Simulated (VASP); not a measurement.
Energy against volume of Ir (fcc). These are PBE GGA with D3 dispersion (Becke-Johnson damping), VASP's PBE PAW potentials (set 64) (plane waves; VASP 6.6.1) values and carry that method's errors. Numerical set-up: 520 eV cut-off, 16×16×16 Γ-centred mesh, first-order Methfessel-Paxton smearing of 0.10 eV, potentials Ir.

```csv
V (Å³/atom),E (eV/atom)
13.753,-9.54717
14.178,-9.56449
14.603,-9.55167
15.029,-9.51378
```

### Question
Fit these four points and predict the energy of the run at 13.327 Å³/atom.

### Answer
A cubic in V^(−2/3), the third-order Birch-Murnaghan form, passes through the four points with V0 = 14.20 Å³/atom and B0 = 375 GPa, and gives -9.4933 eV/atom there. The run gave -9.4937 eV/atom, -0.3 meV/atom from the fit; all five points give B0 = 375 GPa.

The compound is Ir in the fcc structure. It was relaxed first.
